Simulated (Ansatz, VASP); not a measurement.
# SiC (Moissanite 3C) in two plane-wave programs, part 2 of 3

One calculation is typed for both programs; each brings its own data sets. How far apart do they land? The cell is taken from a series of runs on this material, whose earlier steps may have relaxed, scaled, displaced or heated it; both programs get it as it stands.

VASP 6.6.1 and Ansatz 0.2.0.

So far: The starting structure; VASP: zone-centre phonons, PBE, pair 1.

### 3. Ansatz: zone-centre phonons, PBE, pair 1

Level of this step: Ansatz beside VASP: Kohn-Sham DFT, plane waves, PBE (Ansatz).

Ansatz runs on its PAW soft_1 files.

The same cell, functional and mesh now go to Ansatz, which takes its cutoff from its data sets.

input.yaml

```yaml
crystal:
  lattice:
    - [0.0, 2.1142830845, 2.1142830845]
    - [2.1142830845, 0.0, 2.1142830845]
    - [2.1142830845, 2.1142830845, 0.0]
  atoms:
    - { symbol: C, position: [0.75, 0.75, 0.75] }
    - { symbol: Si, position: [0.0, 0.0, 0.0] }
kpoints:
  mp_grid: { grid: [12, 12, 12] }
hamiltonian:
  xc: pbe
  pseudopotentials: { kind: paw, azcp: { folder: soft_1 } }
scf:
  occupations: { method: fixed }
output:
  eigenvalues: true
phonons:
  method: dfpt
  dielectric: true
  rigid_motions: translations
```

Run with:

```bash
$ ansatz run input.yaml --threads 4 --pin off --max-ram 10240MiB --backend cpu --events-out ev --progress --plain --runs-dir out
```

Numbers of over 12 decimals in the logs are rounded to 6 here.

Output:

```text
Engine: ansatz 0.2.0, x86_64-unknown-linux-gnu
Pseudopotentials: kind: paw
Pseudopotential: C, paw, valence charge 4, recommended cutoff 420 eV (normal), soft_1/C.paw.azcp
Pseudopotential: Si, paw, valence charge 4, recommended cutoff 420 eV (normal), soft_1/Si.paw.azcp
Functional definition: PBE
  parameter kappa = 0.804
  parameter beta = 0.066725
  exchange = pbe_x(kappa = kappa, mu = beta*pi^2/3)
  correlation = pbe_c(beta = beta)
Crystal: 2 atoms, lattice volume = 18.903 Å³
Basis set: ecut = 420 eV, 339 PW (Γ), exchange–correlation on 40×40×40 points (8 copies of the dense FFT grid, shifted against one another)
Bands: 8, of which v1, the nominal top of the filled ones, is band 4 counted from 1 (3 counted from 0)
Symmetry: 24 space group operations
k-points: 280 of 1728 (irreducible under 4 space group operations, time reversal used)
Non-local potential: C, projectors of the file, l = 0: 2, l = 1: 2, l = 2: 1
Non-local potential: Si, projectors of the file, l = 0: 2, l = 1: 2, l = 2: 1
PAW form: soft (Blöchl's): semilocal exchange-correlation on the pseudo side does not see the compensation charge
PAW one-centre angular grid: C, 110 points (default); XC on 64 Gauss nodes
PAW one-centre angular grid: Si, 110 points (default); XC on 64 Gauss nodes
Initial density: superposition of atomic densities (chi_scale 0.1, normalization cell, long waves kept (reshape's long-wave potential 0.00 eV rms))
Initial wavefunctions: pseudopotential atomic-orbital guess
Functional: x = pbe(κ = 0.804, μ = 0.219515), c = pbe(β = 0.066725)
SCF iter   1: F=—  HF=-888.759541 eV  |F-HF|=—  |Δ(HF+E_count)|=         —  Δρ=1.57e-1  dr2=5.43e0  ethr=3.10e-3  ⟨swp⟩=4.5  Hψ=15538  notcnv=0  defer=322
preconditioner: auto → none  [insulator: Δε(μ)=3.383 eV  Ē_g=15.687 eV  n_scr=0 (ndim 8)  ℏωp=24.2 eV  f_vac=0.000  ε∞_Penn≈3.4]
SCF iter   2: F=—  HF=-887.058319 eV  |F-HF|=—  |Δ(HF+E_count)|=    1.70e0  Δρ=4.88e-2  dr2=2.49e-1  ethr=3.10e-3  ⟨swp⟩=3.0  Hψ=7180  notcnv=0  defer=525
SCF iter   3: F=—  HF=-886.999613 eV  |F-HF|=—  |Δ(HF+E_count)|=   5.87e-2  Δρ=2.02e-2  dr2=3.82e-2  ethr=3.10e-3  ⟨swp⟩=2.8  Hψ=4183  notcnv=0  defer=533
SCF iter   4: F=—  HF=-886.997108 eV  |F-HF|=—  |Δ(HF+E_count)|=   2.51e-3  Δρ=1.89e-3  dr2=3.69e-4  ethr=4.77e-4  ⟨swp⟩=2.0  Hψ=2816  notcnv=0  defer=544
SCF iter   5: F=—  HF=-886.997232 eV  |F-HF|=—  |Δ(HF+E_count)|=   1.25e-4  Δρ=2.01e-4  dr2=2.69e-6  ethr=4.61e-6  ⟨swp⟩=2.8  Hψ=3934  notcnv=0  defer=546
SCF iter   6: F=—  HF=-886.997238 eV  |F-HF|=—  |Δ(HF+E_count)|=   5.54e-6  Δρ=3.25e-5  dr2=9.36e-8  ethr=3.36e-8  ⟨swp⟩=2.1  Hψ=3320  notcnv=0  defer=209
SCF iter   7: F=—  HF=-886.997238 eV  |F-HF|=—  |Δ(HF+E_count)|=   2.00e-7  Δρ=2.03e-6  dr2=3.83e-10  ethr=1.17e-9  ⟨swp⟩=2.1  Hψ=3298  notcnv=0
SCF iter   8: F=-886.997238 eV  HF=-886.997238 eV  |F-HF|=2.84e-12  |Δ(HF+E_count)|=  6.85e-10  Δρ=2.21e-7  dr2=3.71e-12  ethr=1.25e-12  ⟨swp⟩=7.8  Hψ=14889  notcnv=0
SCF 1 converged in 8 iterations: F = -886.997238 eV  dr2 = 3.71e-12
  greatest PAW one-centre occupation: 0.659 electrons in one spin orbital (limit 2), on the C atom at site 0 (counted from 0), in its partial waves of l = 0
NSCF: frozen V_eff on 1 k-points
DFPT response loops at Γ: preconditioner auto → none (the input reference at scf.mixing.eps_inf says where Resta's filter doesn't serve); β = 0.50; Broyden in place of MSR1
── the response to a field inside a basis, on 12×12×12 k-points: an SCF that follows is theirs, and a resumed run solves both again ──
Bands: 5, of which v1, the nominal top of the filled ones, is band 4 counted from 1 (3 counted from 0)
k-points: 182 of 1728 (irreducible under 6 space group operations, time reversal used)
Initial density: handed on by an earlier stage of this run
Initial wavefunctions: pseudopotential atomic-orbital guess (no wavefunctions were taken with the density)
Eigensolver: Dense (182 Hₖ)
SCF iter   1: F=—  HF=-886.997634 eV  |F-HF|=—  |Δ(HF+E_count)|=         —  Δρ=1.76e-4  dr2=7.71e-7  ethr=1.00e-1
preconditioner: auto → none  [insulator: Δε(μ)=1.444 eV  Ē_g=11.218 eV  n_scr=0 (ndim 8)  ℏωp=24.2 eV  f_vac=0.000  ε∞_Penn≈5.6]
SCF iter   2: F=—  HF=-886.997636 eV  |F-HF|=—  |Δ(HF+E_count)|=   1.93e-6  Δρ=8.92e-5  dr2=2.01e-7  ethr=9.64e-9
SCF iter   3: F=-886.997636 eV  HF=-886.997636 eV  |F-HF|=2.07e-8  |Δ(HF+E_count)|=   7.11e-7  Δρ=1.61e-5  dr2=3.74e-8  ethr=2.51e-9
SCF 1 converged in 3 iterations: F = -886.997636 eV  dr2 = 3.74e-8
DFPT response loops at Γ: mixed as the last ones told, above
SCF converged after 8 iterations
Free energy (F): -886.997238 eV
Harris-Foulkes:  -886.997238 eV  (|F-HF|=2.84e-12)
Internal energy: -886.997238 eV  (E = F + TS)
E sigma→0 (E₀):  -886.997238 eV
Fermi energy:    10.660804 eV
--- Per-component energies (eV) ---
  E_band       = 36.189455
  E_kinetic    = 138.399644
  E_local      = -89.649809  (includes V_loc(G=0)·N_el)
  E_nonlocal   = 46.213978
  E_hartree    = 30.940942
  E_xc         = -107.340539
  E_vxc        = -110.857472  (∫ρ·V_xc dr)
  E_paw        = -612.060667  (= ΣΔE_a)
  E_vpaw       = -9.798823  (= ΣTr[D̂ρ^β])
  E_aug_tail   = 0.000051  (compensation charges beyond the density's cutoff)
  E_ewald      = -293.500838
  E_smearing   = -0.000000  (= −TS)
  E_closure    = 0.000000  (closes the sum)
  Σ components = -886.997238   (vs F -886.997238, Δ=0.00e0)
--- Band table (eV; the first three rows and the last of 280) ---
  k-point 0: bands = ["-5.4774", "10.6608", "10.6608", "10.6608", "17.9270", "18.6234", "18.6234", "18.6234"]
  k-point 1: bands = ["-5.3318", "9.9251", "10.5642", "10.5642", "18.0541", "18.8089", "18.8089", "18.8821"]
  k-point 2: bands = ["-4.8984", "8.2233", "10.3250", "10.3250", "17.8096", "19.1496", "19.1496", "19.8762"]
  k-point 279: bands = ["0.2619", "3.5053", "5.2453", "5.6141", "15.9967", "20.8390", "20.8562", "21.1282"]
--- Phonons (Γ-DFPT): 2 representative perturbations + reference, on 280 of 1728 k-points (Σ response iterations 6) ---
  k mesh reduced under 4 symmetry operations, with k and −k counted as one. Each operation leaves every solved perturbation unchanged. A smaller set is not considered because the run solves the response to a homogeneous field
  ASR residual: 8.900e-5 → 0.000e0 eV/Å²; symmetrization residual: 5.427e-7 eV/Å²
  ASR residual per site (eV/Å²): 8.90e-5 4.30e-5
  Γ frequencies (cm⁻¹): 0.00 0.00 0.00 872.41 872.41 872.41
  ε∞ (high-frequency dielectric tensor):
        6.754901    -0.000000     0.000000
       -0.000000     6.754901     0.000000
        0.000000     0.000000     6.754901
  ε⁰ (static dielectric tensor: ions relaxed, cell fixed):
        9.893487    -0.000000     0.000000
       -0.000000     9.893487     0.000000
        0.000000     0.000000     9.893487
  ε⁰ − ε∞ (ionic part):
        3.138586     0.000000     0.000000
        0.000000     3.138586     0.000000
        0.000000     0.000000     3.138586
  softest optical mode at Γ: 872.41 cm⁻¹; the repairs (sum rule, projections) moved no ω² at Γ by more than (1.45 cm⁻¹)²
  Born effective charges Z* (e; rows j = field, columns β = displacement):
    site 0:
        -2.77852   -0.00000    0.00000
        -0.00000   -2.77852   -0.00000
        -0.00000   -0.00000   -2.77852
    site 1:
         2.77852    0.00000   -0.00000
         0.00000    2.77852    0.00000
         0.00000    0.00000    2.77852
  Z* charge neutrality: 4.572e-4 e pre-enforcement
  solved inside a basis spanned on kpoints, on 12×12×12 k-points, its susceptibility summed on 16×16×16: ε∞ is read to err by 1.9e-2, Z* by 9.1e-3 e (field_mesh: kpoints solves on kpoints); Z* is corrected for what the basis lacks
  optical modes at Γ without the LO–TO term, one row a degenerate level:
      ω (cm⁻¹)  modes    IR ((D/Å)²/amu)
        872.41      3            63.5122
  optical modes at Γ + LO–TO along q̂ = [1.0000, 0.0000, 0.0000]:
      ω (cm⁻¹)  modes    IR ((D/Å)²/amu)
        872.41      2            42.3415
       1055.81      1            21.1707
  optical modes at Γ + LO–TO along q̂ = [0.0000, 1.0000, 0.0000]:
      ω (cm⁻¹)  modes    IR ((D/Å)²/amu)
        872.41      2            42.3415
       1055.81      1            21.1707
  optical modes at Γ + LO–TO along q̂ = [0.0000, 0.0000, 1.0000]:
      ω (cm⁻¹)  modes    IR ((D/Å)²/amu)
        872.41      2            42.3415
       1055.81      1            21.1707
```

### 4. Differences

Known differences besides the potentials themselves: fixed occupations in Ansatz, narrow Gaussian smearing in VASP; VASP's response is taken on the typed mesh, Ansatz refines its own for the field response alone; the cutoff is 420 eV in Ansatz and 600 eV in VASP. Total energies have different zeros and are not compared.

The two programs side by side:

```csv
quantity,Ansatz,VASP,difference
ε∞ xx,6.75,6.77,-0.22 %
ε∞ yy,6.75,6.77,-0.22 %
ε∞ zz,6.75,6.77,-0.22 %
Born charge of C1 (mean of the diagonal) (e),-2.78,-2.76,-0.02
Born charge of Si2 (mean of the diagonal) (e),2.78,2.76,+0.02
optical mode 1 to 3 (cm⁻¹),872.4,871.7,+0.08 %
```

Modes are paired by rising frequency, not by their patterns, so a pair may set unlike modes beside each other; they are those without the splitting of longitudinal modes.

### 5. VASP: zone-centre phonons, PBE, pair 2

Second derivatives magnify differences that forces hide, and they need a tight electronic threshold. The cell compared in this pair holds 19.32 Å³, against 18.90 Å³ for the pair before.

INCAR

```
SYSTEM = SiC
PREC = Accurate
ENCUT = 600
EDIFF = 1E-08
NELM = 120
ISMEAR = 0
SIGMA = 0.01
LREAL = .FALSE.
ALGO = Normal
GGA = PE
NBANDS = 10
LORBIT = 11
LWAVE = .FALSE.
LCHARG = .FALSE.
ISIF = 2
IBRION = 8
LEPSILON = .TRUE.
LASPH = .TRUE.
GGA_COMPAT = .FALSE.
EFERMI = MIDGAP
KPAR = 2
```

POSCAR

```
SiC
1.0
    0.0000000000      2.1298298420      2.1298298420
    2.1298298420      0.0000000000      2.1298298420
    2.1298298420      2.1298298420      0.0000000000
C Si
1 1
Direct
    0.7500000000      0.7500000000      0.7500000000
    0.0000000000      0.0000000000      0.0000000000
```

KPOINTS

```
Automatic mesh
0
Gamma
12 12 12
0 0 0
```

The projector-augmented-wave data sets are C and Si (PBE family, release 64).

Run with:

```bash
$ mpirun -np 2 vasp_std
```

Output:

```text
[... set-up lines as in an earlier step ...]
 entering main loop
       N       E                     dE             d eps       ncg     rms          rms(c)
DAV:   1     0.544101004955E+01    0.54410E+01   -0.45521E+03  1488   0.779E+02
DAV:   2    -0.163830748174E+02   -0.21824E+02   -0.20551E+02  1898   0.119E+02
DAV:   3    -0.170125361746E+02   -0.62946E+00   -0.62828E+00  1734   0.178E+01
DAV:   4    -0.170149056251E+02   -0.23695E-02   -0.23692E-02  1640   0.131E+00
[...]
DAV:  12    -0.149606224072E+02   -0.36080E-06   -0.11155E-06  1544   0.738E-03    0.109E-03
DAV:  13    -0.149606224493E+02   -0.42131E-07   -0.58358E-08  1610   0.189E-03    0.105E-03
DAV:  14    -0.149606224416E+02    0.76882E-08   -0.51670E-09   810   0.521E-04
   1 F= -.14960622E+02 E0= -.14960622E+02  d E =0.000000E+00
 Linear response reoptimize wavefunctions to high precision
DAV:   1    -0.149606224436E+02   -0.19672E-08   -0.50306E-10  1416   0.182E-04
DAV:   2    -0.149606224436E+02    0.84128E-11   -0.76887E-12   750   0.206E-05
 Linear response G [H, r] |phi>, progress :
  Direction:   1
[...]
force on displaced ion       1 direction 1 : -22.382   0.000   0.000
 Born effective charge ion    1 direction 1 :  -2.744   0.000   0.000
 Linear response progress:
  Degree of freedom:   2/  2
       N       E                     dE             d eps       ncg     rms          rms(c)
RMM:   1    -0.161487357782E-01   -0.16149E-01   -0.79232E-03 13295   0.861E-01
RMM:   2    -0.141118415582E-01    0.20369E-02   -0.25766E-04  8629   0.186E-01    0.136E-01
RMM:   3    -0.140789810070E-01    0.32861E-04   -0.24716E-04  8761   0.536E-02    0.779E-02
RMM:   4    -0.141768614538E-01   -0.97880E-04   -0.28158E-04  8740   0.574E-02    0.101E-02
RMM:   5    -0.141425165294E-01    0.34345E-04   -0.27265E-05  8926   0.118E-02    0.192E-03
RMM:   6    -0.141363169854E-01    0.61995E-05   -0.52504E-06  9085   0.145E-03    0.801E-04
RMM:   7    -0.141342039875E-01    0.21130E-05   -0.16020E-06  9097   0.425E-04    0.131E-04
RMM:   8    -0.141341099762E-01    0.94011E-07   -0.92641E-08  9323   0.975E-05    0.178E-05
RMM:   9    -0.141341167481E-01   -0.67719E-08   -0.19198E-08  9489   0.267E-05    0.100E-05
 first order change of Fermi-energy   0.16092E+01
 force on displaced ion       2 direction 1 : -22.384  -0.000  -0.000
 Born effective charge ion    2 direction 1 :   2.742   0.000   0.000
 Born effective charges drift removed
 Linear response finished
```

Parts of OUTCAR (step 5):

```text
  Total        2.4848902      2.4848902      2.4848902      0.0000000     -0.0000000      0.0000000
  in kB      206.0407232    206.0407232    206.0407232      0.0000000     -0.0000000      0.0000000
  external PRESSURE =     206.0407232 kB  Pullay stress =       0.0000000 kB

 POSITION                                       TOTAL-FORCE (eV/Angst)
 -----------------------------------------------------------------------------------
      3.19474      3.19474      3.19474        -0.000000     -0.000000     -0.000000
      0.00000      0.00000      0.00000         0.000000      0.000000      0.000000
 -----------------------------------------------------------------------------------
    total drift:                               -0.000000     -0.000000     -0.000000

 MACROSCOPIC STATIC DIELECTRIC TENSOR (including local field effects in DFT)
 ------------------------------------------------------
           6.811941     0.000000    -0.000000
           0.000000     6.811941     0.000000
          -0.000000     0.000000     6.811941
 ------------------------------------------------------

 MACROSCOPIC STATIC DIELECTRIC TENSOR IONIC CONTRIBUTION
 ------------------------------------------------------
           3.148607    -0.000000    -0.000000
          -0.000000     3.148607    -0.000000
          -0.000000    -0.000000     3.148607
 ------------------------------------------------------

[... 1 part as in an earlier step ...]

[... 1 further part left out ...]
```

### 6. Ansatz: zone-centre phonons, PBE, pair 2

The same cell, functional and mesh now go to Ansatz, which takes its cutoff from its data sets.

The cell is taken from a series of runs on this material, whose earlier steps may have relaxed, scaled, displaced or heated it; both programs get it as it stands.

input.yaml, the sections that differ from step 3:

```yaml
crystal:
  lattice:
    - [0.0, 2.129829842, 2.129829842]
    - [2.129829842, 0.0, 2.129829842]
    - [2.129829842, 2.129829842, 0.0]
  atoms:
    - { symbol: C, position: [0.75, 0.75, 0.75] }
    - { symbol: Si, position: [0.0, 0.0, 0.0] }
# kpoints, hamiltonian, scf, output, phonons: as in step 3
```

Run with:

```bash
$ ansatz run input.yaml --threads 4 --pin off --max-ram 10240MiB --backend cpu --events-out ev --progress --plain --runs-dir out
```

Output:

```text
[...]
Crystal: 2 atoms, lattice volume = 19.323 Å³
Basis set: ecut = 420 eV, 339 PW (Γ), exchange–correlation on 48×48×48 points (8 copies of the dense FFT grid, shifted against one another)
Bands: 8, of which v1, the nominal top of the filled ones, is band 4 counted from 1 (3 counted from 0)
Symmetry: 24 space group operations
k-points: 280 of 1728 (irreducible under 4 space group operations, time reversal used)
[...]
optical modes at Γ + LO–TO along q̂ = [1.0000, 0.0000, 0.0000]:
      ω (cm⁻¹)  modes    IR ((D/Å)²/amu)
[...]
optical modes at Γ + LO–TO along q̂ = [0.0000, 1.0000, 0.0000]:
      ω (cm⁻¹)  modes    IR ((D/Å)²/amu)
        851.20      2            41.8790
       1031.76      1            20.9395
  optical modes at Γ + LO–TO along q̂ = [0.0000, 0.0000, 1.0000]:
      ω (cm⁻¹)  modes    IR ((D/Å)²/amu)
        851.20      2            41.8790
       1031.76      1            20.9395
[key lines of the parts left out:]
SCF converged after 8 iterations
Free energy (F): -887.060574 eV
Fermi energy:    10.367390 eV
```

### 7. Comparison

Compared:

```csv
quantity,Ansatz,VASP,difference
ε∞ xx,6.80,6.81,-0.20 %
ε∞ yy,6.80,6.81,-0.20 %
ε∞ zz,6.80,6.81,-0.20 %
Born charge of C1 (mean of the diagonal) (e),-2.76,-2.74,-0.02
Born charge of Si2 (mean of the diagonal) (e),2.76,2.74,+0.02
optical mode 1 to 3 (cm⁻¹),851.2,850.6,+0.07 %
```

Modes are paired by rising frequency, not by their patterns, so a pair may set unlike modes beside each other; they are those without the splitting of longitudinal modes.

(Part 2 of 3 ends here.)

[Lines on the potential files, build, host, timing and source positions are cut from VASP's logs without a mark.]

[Logs are printed without paths, hosts, clocks, repeated set-up lines and the standing remarks that a program may print on its own settings, such as how far it seeks lower states.]

[Hosts, paths, dates, database ids (printed as entryN), source tags and the programs' standing remarks are cut or masked in the printed files.]
